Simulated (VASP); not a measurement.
OSZICAR of a VASP run on Sn (beta):

File OSZICAR:
```
       N       E                     dE             d eps       ncg     rms          rms(c)
DAV:   1     0.203703499407E+03    0.20370E+03   -0.15027E+04  7066   0.246E+03
DAV:   2     0.945985534990E+01   -0.19424E+03   -0.19216E+03  7066   0.456E+02
DAV:   3    -0.845405368448E+01   -0.17914E+02   -0.17682E+02  8130   0.141E+02
DAV:   4    -0.900632402227E+01   -0.55227E+00   -0.55068E+00  8122   0.268E+01
DAV:   5    -0.902718650600E+01   -0.20862E-01   -0.20861E-01  9554   0.482E+00    0.261E+00
DAV:   6    -0.899586047940E+01    0.31326E-01   -0.38682E-02  9260   0.309E+00    0.143E+00
DAV:   7    -0.898350771874E+01    0.12353E-01   -0.21454E-02  9264   0.221E+00    0.159E-01
DAV:   8    -0.898293998863E+01    0.56773E-03   -0.19582E-03  8484   0.715E-01    0.308E-02
DAV:   9    -0.898294484307E+01   -0.48544E-05   -0.48452E-05  9170   0.724E-02    0.141E-02
DAV:  10    -0.898294505849E+01   -0.21542E-06   -0.42564E-06  8968   0.270E-02    0.154E-03
DAV:  11    -0.898294505044E+01    0.80472E-08   -0.29023E-07  6428   0.744E-03
   1 F= -.89829451E+01 E0= -.89830150E+01  d E =-.898295E+01
       N       E                     dE             d eps       ncg     rms          rms(c)
DAV:   1    -0.898314241312E+01   -0.19735E-03   -0.45857E-03  8074   0.606E-01    0.633E-02
DAV:   2    -0.898302553457E+01    0.11688E-03   -0.24362E-04  8676   0.272E-01    0.392E-02
DAV:   3    -0.898296298830E+01    0.62546E-04   -0.14407E-04  9240   0.187E-01    0.529E-03
DAV:   4    -0.898296476734E+01   -0.17790E-05   -0.26367E-05  7456   0.655E-02    0.303E-03
DAV:   5    -0.898296471191E+01    0.55426E-07   -0.75581E-07  8592   0.164E-02
   2 F= -.89829647E+01 E0= -.89830104E+01  d E =-.196615E-04
```

Q: Which electronic solver shows in the log?

A: It is blocked Davidson (ALGO = Normal, or the opening steps of other solvers). The INCAR had ALGO = Normal.

Q: Can the final energy be trusted as converged?

A: The run converged. It stopped with EDIFF = 1E-7, NELM = 100, NSW = 30 and EDIFFG = -0.01 after 2 ionic steps (LDA (Ceperley-Alder, Perdew-Zunger), plane waves, VASP's LDA PAW potentials (set 64)).

The compound is Sn in the beta structure. This run relaxes it. Symmetry was kept, so distortions that lower it aren't found.
